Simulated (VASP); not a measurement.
Level of theory: revPBE GGA, VASP's PBE PAW potentials (set 64) (plane waves; VASP 6.6.1).

VASP ran on this input.

**POSCAR**
```
GaAs
2.8961830
  0.0000000000   1.0000000010   1.0000000010
  1.0000000010   0.0000000000   1.0000000010
  1.0000000010   1.0000000010   0.0000000000
Ga As
1 1
Cart
  0.0000000000   0.0000000000   0.0000000000
  0.5000000005   0.5000000005   0.5000000005
```

### KPOINTS
```
K-points
0
Gamma
 8 8 8
```

### INCAR
```
ALGO  =  Normal
EDIFF  =  1E-7
ENCUT  =  520
GGA  =  RE
ISIF  =  2
ISMEAR  =  0
LASPH  =  T
LCHARG  =  F
LMAXMIX  =  4
LREAL  =  F
LWAVE  =  F
NELM  =  100
PREC  =  Accurate
SIGMA  =  0.05
SYSTEM  =  GaAs
```

POTCAR, in this order: Ga_d As (PBE.64 set). Program: vasp_std.

What VASP printed:

**OSZICAR**
```
       N       E                     dE             d eps       ncg     rms          rms(c)
DAV:   1     0.820395450641E+02    0.82040E+02   -0.91528E+03   754   0.183E+03
DAV:   2    -0.163243924844E+01   -0.83672E+02   -0.80516E+02   854   0.331E+02
DAV:   3    -0.771261444353E+01   -0.60802E+01   -0.60502E+01   944   0.754E+01
DAV:   4    -0.781219104686E+01   -0.99577E-01   -0.99549E-01   873   0.106E+01
DAV:   5    -0.781410477082E+01   -0.19137E-02   -0.19137E-02   914   0.125E+00    0.275E+00
DAV:   6    -0.769806524784E+01    0.11604E+00   -0.24035E-01  1166   0.870E+00    0.167E+00
DAV:   7    -0.768995258459E+01    0.81127E-02   -0.65439E-02  1000   0.199E+00    0.566E-01
DAV:   8    -0.769328937434E+01   -0.33368E-02   -0.11362E-02   829   0.143E+00    0.887E-02
DAV:   9    -0.769411778471E+01   -0.82841E-03   -0.14791E-03   909   0.522E-01    0.648E-02
DAV:  10    -0.769425756218E+01   -0.13978E-03   -0.12653E-04   874   0.106E-01    0.353E-02
DAV:  11    -0.769439095759E+01   -0.13340E-03   -0.28952E-04   819   0.120E-01    0.646E-03
DAV:  12    -0.769439200024E+01   -0.10427E-05   -0.36228E-06   924   0.256E-02    0.288E-03
DAV:  13    -0.769439339485E+01   -0.13946E-05   -0.23437E-06   824   0.112E-02    0.918E-04
DAV:  14    -0.769439337303E+01    0.21816E-07   -0.43519E-08   647   0.219E-03
   1 F= -.76943934E+01 E0= -.76943434E+01  d E =-.999389E-04
```

**OUTCAR**
```
------------------------ aborting loop because EDIFF is reached ----------------------------------------
  FORCE on cell =-STRESS in cart. coord.  units (eV):
  Direction    XX          YY          ZZ          XY          YZ          ZX
  --------------------------------------------------------------------------------------
  Total       -0.0038135     -0.0038135     -0.0038135     -0.0000000      0.0000000     -0.0000000
  in kB       -0.1257562     -0.1257562     -0.1257562     -0.0000000      0.0000000     -0.0000000
  external PRESSURE =      -0.1257562 kB  Pullay stress =       0.0000000 kB
  volume of cell :       48.59
      direct lattice vectors                 reciprocal lattice vectors
     0.000000000  2.896183003  2.896183003    -0.172641024  0.172641024  0.172641024
     2.896183003  0.000000000  2.896183003     0.172641024 -0.172641024  0.172641024
     2.896183003  2.896183003  0.000000000     0.172641024  0.172641024 -0.172641024
  FREE ENERGIE OF THE ION-ELECTRON SYSTEM (eV)
  ---------------------------------------------------
  free  energy   TOTEN  =        -7.6943933730 eV

  energy  without entropy=       -7.6942934341  energy(sigma->0) =       -7.69434340
```
(Selected blocks of OUTCAR.)

The compound is GaAs in the zinc blende structure. It was relaxed first, which changed the volume by +8 %.
